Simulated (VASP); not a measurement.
Data:

```
Cr
1.0
   -1.40398     1.40398     1.40398
    1.40398    -1.40398     1.40398
    1.40398     1.40398    -1.40398
Cr
1
Direct
  0.00000   0.00000   0.00000
```

The numbers are results of PBEsol GGA, VASP's PBE PAW potentials (set 64) (plane waves; VASP), not measurements. Run with 530 eV cut-off, 16×16×16 Γ-centred mesh, first-order Methfessel-Paxton smearing of 0.10 eV, potentials Cr_pv.

Finite-difference elastic constants of metals are sensitive to mesh and smearing; shear constants can be off by tens of GPa.

Give the elastic stiffness tensor with the ions relaxed (GPa, in the frame of the cell).

```csv
,xx,yy,zz,yz,xz,xy
xx,529,168,168,0.0,0.0,0.0
yy,168,529,168,0.0,0.0,0.0
zz,168,168,529,0.0,0.0,0.0
yz,0.0,0.0,0.0,90.1,0.0,0.0
xz,0.0,0.0,0.0,0.0,90.1,0.0
xy,0.0,0.0,0.0,0.0,0.0,90.1
```

Predict the Hill bulk modulus, Hill shear modulus, Young's modulus, Poisson's ratio.

```
Item                 Result
------------------  -------
Hill bulk modulus   288 GPa
Hill shear modulus  119 GPa
Young's modulus     315 GPa
Poisson's ratio       0.318
```

The structure comes from a measured Cr entry (Im-3m) of the Crystallography Open Database, whose conditions weren't checked. It was relaxed first, which changed the volume by -8 %. The run is not spin-polarised, so no magnetic state was tried.
